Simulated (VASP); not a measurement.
Given:

```yaml
crystal:
  lattice:
    - [0.00000, 2.71086, 2.71086]
    - [2.71086, 0.00000, 2.71086]
    - [2.71086, 2.71086, 0.00000]
  atoms:
    - { symbol: Ce, position: [0.00000, 0.00000, 0.00000] }
    - { symbol: O, position: [0.25000, 0.25000, 0.25000] }
    - { symbol: O, position: [0.75000, 0.75000, 0.75000] }
```

Computed with r2SCAN+rVV10, VASP's PBE PAW potentials (set 64) (plane waves; VASP). Run with 520 eV cut-off, 7×7×7 Γ-centred mesh, Gaussian smearing of 0.050 eV, potentials Ce O.

Problem. Estimate the energy per atom (σ→0).

Solution. 
```json
{
  "energy per atom (σ→0)": "-17.817 eV/atom"
}
```

Total energies compare only between runs with the same potentials, cut-off and functional.

The compound is CeO2 in the fluorite structure. It was relaxed first. The run is not spin-polarised, so no magnetic state was tried.
